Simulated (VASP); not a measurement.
VASP input:

File KPOINTS:
```
Automatic mesh
0
Gamma
6 6 6
0 0 0
```

File POSCAR:
```
CdSe
1
    0.0000000000     3.0855000000     3.0855000000
    3.0855000000     0.0000000000     3.0855000000
    3.0855000000     3.0855000000     0.0000000000
Cd Se
1 1
Direct
  0.0000000000   0.0000000000   0.0000000000
  0.2500000000   0.2500000000   0.2500000000
```

### INCAR
```
SYSTEM = CdSe
PREC = Accurate
ENCUT = 400
EDIFF = 1E-6
NELM = 100
ALGO = Normal
LREAL = .FALSE.
LASPH = .TRUE.
ISMEAR = 0
SIGMA = 0.05
GGA = PE
LMAXMIX = 4
LWAVE = .FALSE.
LCHARG = .FALSE.
ISIF = 2
IBRION = 0
NSW = 3
TEBEG = 300
```

POTCAR, in this order: Cd Se (PBE.64 set). Program: vasp_std.

Output of the run:

Q: From input and log, find the fault in this run and mend it.

A: The cause: molecular dynamics (IBRION = 0) was asked for without POTIM. VASP stops with an error: Fatal error! IBRION=0, but no entry for POTIM on file INCAR. MUST be specified! ----> I REFUSE TO CONTINUE WITH THIS SICK JOB ... BYE!!! <---- To mend it, set POTIM to the time step in fs (1 to 2 fs suits most solids). The plain static run on this cell (PBE GGA, plane waves, VASP's PBE PAW potentials (set 64)) converges, and its OSZICAR ends with
```
   1 F= -.54903503E+01 E0= -.54903503E+01  d E =-.974348E-14
```

The compound is CdSe in the zinc blende structure, whereas wurtzite is the usual form. The cell was not relaxed at this level.
